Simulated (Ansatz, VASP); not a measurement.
**One calculation of Be2Cd2S, two programs**

```
Be Cd S
1.0
    -2.64839    2.64839    3.15309
     2.64839   -2.64839    3.15309
     2.64839    2.64839   -3.15309
Be Cd S
2 2 1
Direct
  0.67600 0.67600 0.00000
  0.32400 0.32400 0.00000
  0.50000 0.00000 0.50000
  0.00000 0.50000 0.50000
  0.00000 0.00000 0.00000
```

Alike in both runs: task relaxation of cell and atoms; functional PBE; k mesh 4 × 4 × 4; occupations gaussian, width 0.1 eV; no spin polarisation.

|  | VASP | Ansatz |
| --- | --- | --- |
| version | VASP 6.6.1 | Ansatz 0.2.0 |
| potentials or method | VASP PAW PBE potentials, release 64 (Be, Cd, S) | scalar-relativistic, plane waves, PAW |
| plane-wave cutoff (eV) | 600 | 420 |
| valence electrons in the cell | 34 | 50 |

```csv
,VASP,Ansatz,Ansatz less VASP
"gap on the k mesh at the Fermi level, each at its own relaxed structure (eV)",none,none,-
relaxed volume (Å³/atom),18.62,18.60,-0.015
relaxed cell length with the largest relative difference (Å),4.948,4.947,-0.0012
energy change over the relaxation (meV/atom),-87,-85,+2.2
```

A gap of «none» marks a metal or a gap that the smearing closes. The two sets of potentials don't hold the same shells in valence.

Caveats: the k mesh is coarse (spacing up to 0.42 Å⁻¹), so the values aren't converged.
